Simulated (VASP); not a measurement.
VASP ran on this input.

### KPOINTS
```
K-points
0
Gamma
8 8 8
```

File POSCAR:
```
LiBr
1
    0.0000000000     2.7500000000     2.7500000000
    2.7500000000     0.0000000000     2.7500000000
    2.7500000000     2.7500000000     0.0000000000
Li Br
1 1
Direct
  0.0000000000   0.0000000000   0.0000000000
  0.5000000000   0.5000000000   0.5000000000
```

INCAR:
```
! general
SYSTEM   = LiBr
PREC     = Accurate
ENCUT    = 520
LREAL    = F   ! projection in real space or not
LASPH    = T

! electronic loop
EDIFF    = 1E-6
NELM     = 100   ! most electronic steps
ALGO     = Normal
LMAXMIX  = 4   ! l cut-off of mixed one-centre charges

! smearing
ISMEAR   = 0   ! Gaussian
SIGMA    = 0.05   ! width (eV)

! functional
GGA      = MK
LUSE_VDW = T
AGGAC    = 0.0
PARAM1   = 0.1234568
PARAM2   = 0.7114
ZAB_VDW  = -1.8867

! ions
IBRION   = 2
NSW      = 60
ISIF     = 3   ! ions, shape and volume
EDIFFG   = -0.01   ! ionic stop

! output
LWAVE    = F
LCHARG   = F
```

POTCAR, in this order: Li_sv Br (PBE.64 set). Program: vasp_std.

Question: Translate this rev-vdW-DF2 calculation to Quantum ESPRESSO's pw.x.

Answer: One equivalent input (not run):
```
&CONTROL
  calculation = 'vc-relax'
  pseudo_dir = './pseudo'
  outdir = './out'
  tprnfor = .true.
  tstress = .true.
  nstep = 60
  forc_conv_thr = 0.00039
/
&SYSTEM
  ibrav = 0
  nat = 2
  ntyp = 2
  ecutwfc = 74
  occupations = 'smearing'
  smearing = 'gaussian'
  degauss = 0.003675
  input_dft = 'vdw-df2-b86r'
/
&ELECTRONS
  conv_thr = 7.3e-08
  electron_maxstep = 100
/
&IONS
/
&CELL
/
ATOMIC_SPECIES
  Li 6.940 Li.upf
  Br 79.904 Br.upf
CELL_PARAMETERS angstrom
     0.0000000    2.7500000    2.7500000
     2.7500000    0.0000000    2.7500000
     2.7500000    2.7500000    0.0000000
ATOMIC_POSITIONS crystal
  Li   0.0000000  0.0000000  0.0000000
  Br   0.5000000  0.5000000  0.5000000
K_POINTS automatic
  8 8 8 0 0 0
```
The two are equivalent in intent, not identical: the potentials are each code's own (VASP's PAW set, PseudoDojo norm-conserving files in pw.x), so ENCUT and ecutwfc are chosen apart and not converted; conv_thr bounds pw.x's estimated SCF error, while EDIFF bounds the energy change between steps; forc_conv_thr acts on force components and is met together with etot_conv_thr.

The compound is LiBr in the rock salt structure. This run relaxes it. Symmetry was kept, so distortions that lower it aren't found.
